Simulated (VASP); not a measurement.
Given:

```yaml
crystal:
  lattice:
    - [5.04096, 0.00000, -0.00013]
    - [0.00000, 3.12866, 0.00000]
    - [-0.00349, 0.00000, 5.41470]
  atoms:
    - { symbol: Al, position: [0.50020, 0.50000, 0.16738] }
    - { symbol: Al, position: [0.00097, 0.50000, 0.83486] }
    - { symbol: Al, position: [0.00104, 0.00000, 0.33168] }
    - { symbol: Ga, position: [0.49948, 0.00000, 0.66624] }
    - { symbol: N, position: [0.11126, 0.00000, 0.66633] }
    - { symbol: N, position: [0.12249, 0.50000, 0.16723] }
    - { symbol: N, position: [0.62503, 0.50000, 0.84016] }
    - { symbol: N, position: [0.62313, 0.00000, 0.32633] }
```

Computed with PBEsol GGA, VASP's PBE PAW potentials (set 64) (plane waves; VASP). Numerical set-up: 520 eV cut-off, Gaussian smearing of 0.050 eV, potentials Al Ga_d N.

Question: Give the energies of bands 12 to 25 at the high-symmetry points, in eV from the valence-band maximum.

Answer: 
| band | Γ | Z | D | B | A | E | C2 | Y2 |
|---|---|---|---|---|---|---|---|---|
| 12 | -4.39 | -4.51 | -4.58 | -3.79 | -3.90 | -5.68 | -4.96 | -3.69 |
| 13 | -3.56 | -4.22 | -4.21 | -3.45 | -3.83 | -5.52 | -4.92 | -3.20 |
| 14 | -2.23 | -3.81 | -3.63 | -2.71 | -1.84 | -1.63 | -3.20 | -1.61 |
| 15 | -1.90 | -3.65 | -3.43 | -2.29 | -1.76 | -1.63 | -3.09 | -1.60 |
| 16 | -0.92 | -3.21 | -2.22 | -1.72 | -1.69 | -1.60 | -3.02 | -1.53 |
| 17 | -0.89 | -2.91 | -2.21 | -1.57 | -1.47 | -1.60 | -2.97 | -1.31 |
| 18 | -0.74 | -1.90 | -1.96 | -0.57 | -1.21 | -1.52 | -1.19 | -0.66 |
| 19 | -0.09 | -1.83 | -1.87 | -0.55 | -1.16 | -1.44 | -1.18 | -0.66 |
| 20 | -0.01 | -1.56 | -0.78 | -0.40 | -1.13 | -1.41 | -1.15 | -0.32 |
| 21 | 0.00 | -1.49 | -0.64 | -0.21 | -0.75 | -1.19 | -0.90 | -0.27 |
| 22 | 3.51 | 5.61 | 5.17 | 5.50 | 5.87 | 4.66 | 6.11 | 4.81 |
| 23 | 5.43 | 5.63 | 5.58 | 5.77 | 6.12 | 5.08 | 6.45 | 5.19 |
| 24 | 5.87 | 7.59 | 5.76 | 6.95 | 6.28 | 5.13 | 6.48 | 5.66 |
| 25 | 5.98 | 7.74 | 5.87 | 7.36 | 6.41 | 5.15 | 6.50 | 6.06 |

The gap is direct, 3.51 eV, from the valence maximum at Γ to the conduction minimum at Γ.

The structure comes from a computed database's Al3GaN4 entry (Pm); how it stands against other phases isn't given here. It was relaxed first.
